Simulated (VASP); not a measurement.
Output of a VASP run:

File OUTCAR:
```
 ion  position               nearest neighbor table
   1  0.000  0.000  0.000-
  LATTYP: Found a face centered cubic cell.
 ALAT       =     3.6100000000
 Subroutine PRICEL returns:
 Original cell was already a primitive cell.
 Subroutine GETGRP returns: Found 48 space group operations
The static configuration has the point symmetry O_h .
The dynamic configuration has the point symmetry O_h .
 Subroutine INISYM returns: Found 48 space group operations
 Subroutine IBZKPT returns following result:
 Found    145 irreducible k-points:

 Following reciprocal coordinates:
            Coordinates               Weight
  0.000000  0.000000  0.000000      1.000000
  0.062500  0.000000  0.000000      8.000000
  0.125000  0.000000  0.000000      8.000000
  0.187500  0.000000  0.000000      8.000000
  0.250000  0.000000  0.000000      8.000000
  0.312500  0.000000  0.000000      8.000000
  0.375000  0.000000  0.000000      8.000000
  0.437500  0.000000  0.000000      8.000000
  0.500000  0.000000  0.000000      4.000000
  0.062500  0.062500  0.000000      6.000000
  0.125000  0.062500  0.000000     24.000000
  0.187500  0.062500  0.000000     24.000000
  0.250000  0.062500  0.000000     24.000000
  0.312500  0.062500  0.000000     24.000000
  0.375000  0.062500  0.000000     24.000000
  0.437500  0.062500  0.000000     24.000000
  0.500000  0.062500  0.000000     24.000000
 -0.437500  0.062500  0.000000     24.000000
 -0.375000  0.062500  0.000000     24.000000
 -0.312500  0.062500  0.000000     24.000000
 -0.250000  0.062500  0.000000     24.000000
 -0.187500  0.062500  0.000000     24.000000
 -0.125000  0.062500  0.000000     24.000000
 -0.062500  0.062500  0.000000     12.000000
  0.125000  0.125000  0.000000      6.000000
  0.187500  0.125000  0.000000     24.000000
  0.250000  0.125000  0.000000     24.000000
  0.312500  0.125000  0.000000     24.000000
  0.375000  0.125000  0.000000     24.000000
  0.437500  0.125000  0.000000     24.000000
  0.500000  0.125000  0.000000     24.000000
 -0.437500  0.125000  0.000000     24.000000
 -0.375000  0.125000  0.000000     24.000000
 -0.312500  0.125000  0.000000     24.000000
 -0.250000  0.125000  0.000000     24.000000
 -0.187500  0.125000  0.000000     24.000000
 -0.125000  0.125000  0.000000     12.000000
  0.187500  0.187500  0.000000      6.000000
  0.250000  0.187500  0.000000     24.000000
  0.312500  0.187500  0.000000     24.000000
   k-points           NKPTS =    145   k-points in BZ     NKDIM =    145   number of bands    NBANDS=      9
   number of dos      NEDOS =    301   number of ions     NIONS =      1
   total plane-waves  NPLWV =   5832
   dimension x,y,z NGX =    18 NGY =   18 NGZ =   18
   dimension x,y,z NGXF=    36 NGYF=   36 NGZF=   36
   ions per type =               1
   PREC   = accura    normal or accurate (medium, high low for compatibility)
   ISTART =      0    job   : 0-new  1-cont  2-samecut
   ICHARG =      2    charge: 1-file 2-atom 10-const
   ISPIN  =      1    spin polarized calculation?
   LNONCOLLINEAR =      F non collinear calculations
   LSORBIT =      F    spin-orbit coupling
   INIWAV =      1    electr: 0-lowe 1-rand  2-diag
   ENCUT  =  480.0 eV  35.28 Ry    5.94 a.u.   4.56  4.56  4.56*2*pi/ulx,y,z
   NELM   =    100;   NELMIN=  2; NELMDL= -5     # of ELM steps
   EDIFF  = 0.1E-05   stopping-criterion for ELM
   LREAL  =      F    real-space projection
   NLSPLINE    = F    spline interpolate recip. space projectors
   LMAXMIX     =    4 max onsite mixed and CHGCAR
   VOSKOWN=      0    Vosko Wilk Nusair interpolation
   EDIFFG = -.1E-01   stopping-criterion for IOM
   NSW    =     60    number of steps for IOM
   NBLOCK =      1;   KBLOCK =     60    inner block; outer block
   IBRION =      2    ionic relax: 0-MD 1-quasi-New 2-CG
   NFREE  =      1    steps in history (QN), initial steepest desc. (CG)
...
```

OSZICAR:
```
       N       E                     dE             d eps       ncg     rms          rms(c)
DAV:   1     0.336115427559E+02    0.33612E+02   -0.53942E+03  2698   0.193E+03
DAV:   2    -0.498263777157E+01   -0.38594E+02   -0.36622E+02  2644   0.192E+02
DAV:   3    -0.538092156994E+01   -0.39828E+00   -0.39728E+00  3087   0.286E+01
DAV:   4    -0.538343380757E+01   -0.25122E-02   -0.25120E-02  3221   0.204E+00
DAV:   5    -0.538345990228E+01   -0.26095E-04   -0.26094E-04  3057   0.168E-01    0.838E+00
DAV:   6    -0.476818407336E+01    0.61528E+00   -0.20639E+01  2742   0.105E+02    0.438E+00
DAV:   7    -0.431482364787E+01    0.45336E+00   -0.31819E+00  2764   0.410E+01    0.536E-01
DAV:   8    -0.430379328701E+01    0.11030E-01   -0.78469E-03  3242   0.195E+00    0.354E-01
DAV:   9    -0.430153777710E+01    0.22555E-02   -0.14755E-02  2848   0.255E+00    0.269E-02
DAV:  10    -0.430154205492E+01   -0.42778E-05   -0.48260E-05  3806   0.143E-01    0.654E-03
DAV:  11    -0.430154307052E+01   -0.10156E-05   -0.54153E-07  1944   0.162E-02    0.648E-04
DAV:  12    -0.430154301973E+01    0.50791E-07   -0.45668E-08  1454   0.383E-03
   1 F= -.43015430E+01 E0= -.43015163E+01  d E =-.430154E+01
       N       E                     dE             d eps       ncg     rms          rms(c)
DAV:   1    -0.515439710008E+01   -0.85285E+00   -0.15580E+01  2742   0.962E+01    0.782E+00
DAV:   2    -0.462685854077E+01    0.52754E+00   -0.13991E+01  2720   0.872E+01    0.324E+00
DAV:   3    -0.432464310768E+01    0.30222E+00   -0.20639E+00  2696   0.335E+01    0.947E-01
DAV:   4    -0.430644021073E+01    0.18203E-01   -0.15872E-02  2857   0.220E+00    0.169E-01
DAV:   5    -0.430543861617E+01    0.10016E-02   -0.75109E-03  2982   0.205E+00    0.413E-02
DAV:   6    -0.430541631544E+01    0.22301E-04   -0.61746E-05  3614   0.158E-01    0.119E-02
DAV:   7    -0.430541289858E+01    0.34169E-05   -0.97437E-06  2424   0.653E-02    0.598E-04
DAV:   8    -0.430541302288E+01   -0.12430E-06   -0.91140E-08  1434   0.463E-03
   2 F= -.43054130E+01 E0= -.43054321E+01  d E =-.387000E-02
       N       E                     dE             d eps       ncg     rms          rms(c)
DAV:   1    -0.443687523847E+01   -0.13146E+00   -0.25598E+00  2729   0.424E+01    0.291E+00
DAV:   2    -0.434693301416E+01    0.89942E-01   -0.17882E+00  2731   0.304E+01    0.108E+00
DAV:   3    -0.431244209343E+01    0.34491E-01   -0.27583E-01  2714   0.123E+01    0.427E-01
DAV:   4    -0.430880723292E+01    0.36349E-02   -0.59627E-03  3635   0.110E+00    0.324E-02
DAV:   5    -0.430880452489E+01    0.27080E-05   -0.89242E-05  3006   0.208E-01    0.132E-02
DAV:   6    -0.430880346720E+01    0.10577E-05   -0.63467E-06  2122   0.466E-02    0.387E-04
DAV:   7    -0.430880349582E+01   -0.28627E-07   -0.16681E-07  1387   0.585E-03
   3 F= -.43088035E+01 E0= -.43088097E+01  d E =-.726048E-02
```

**OUTCAR**
```
------------------------ aborting loop because EDIFF is reached ----------------------------------------
  FORCE on cell =-STRESS in cart. coord.  units (eV):
  Direction    XX          YY          ZZ          XY          YZ          ZX
  --------------------------------------------------------------------------------------
  Total       -0.0018277     -0.0018277     -0.0018277      0.0000000      0.0000000      0.0000000
  in kB       -0.2579328     -0.2579328     -0.2579328      0.0000000      0.0000000      0.0000000
  external PRESSURE =      -0.2579328 kB  Pullay stress =       0.0000000 kB
  volume of cell :       11.35
      direct lattice vectors                 reciprocal lattice vectors
    -0.000000000  1.783858628  1.783858628    -0.280291270  0.280291270  0.280291270
     1.783858628  0.000000000  1.783858628     0.280291270 -0.280291270  0.280291270
     1.783858628  1.783858628  0.000000000     0.280291270  0.280291270 -0.280291270
 POSITION                                       TOTAL-FORCE (eV/Angst)
 -----------------------------------------------------------------------------------
      0.00000      0.00000      0.00000         0.000000     -0.000000      0.000000
 -----------------------------------------------------------------------------------
    total drift:                                0.000000     -0.000000      0.000000
  FREE ENERGIE OF THE ION-ELECTRON SYSTEM (eV)
  ---------------------------------------------------
  free  energy   TOTEN  =        -4.3088034958 eV

  energy  without entropy=       -4.3088222431  energy(sigma->0) =       -4.30880974

 reached required accuracy - stopping structural energy minimisation
```
(Selected blocks of OUTCAR.)

File POSCAR:
```
Cu
1
    0.0000000000     1.8050000000     1.8050000000
    1.8050000000     0.0000000000     1.8050000000
    1.8050000000     1.8050000000     0.0000000000
Cu
1
Direct
  0.0000000000   0.0000000000   0.0000000000
```

Q: Reconstruct the remaining input files.

A: One answer among several that fit: the input of the run itself, PBEsol GGA, plane waves, VASP's PBE PAW potentials (set 64).

### KPOINTS
```
Automatic mesh
0
Gamma
16 16 16
0 0 0
```

**INCAR**
```
SYSTEM = Cu
PREC = Accurate
ENCUT = 480
EDIFF = 1E-6
NELM = 100
ALGO = Normal
LREAL = .FALSE.
LASPH = .TRUE.
ISMEAR = 1
SIGMA = 0.1
GGA = PS
LMAXMIX = 4
LWAVE = .FALSE.
LCHARG = .FALSE.
IBRION = 2
ISIF = 3
NSW = 60
EDIFFG = -0.01
```

POTCAR, in this order: Cu (PBE.64 set). Program: vasp_std.

Energy and stress use the plane-wave basis of the starting cell.

The compound is Cu in the fcc structure. This run relaxes it. Symmetry was kept, so distortions that lower it aren't found.
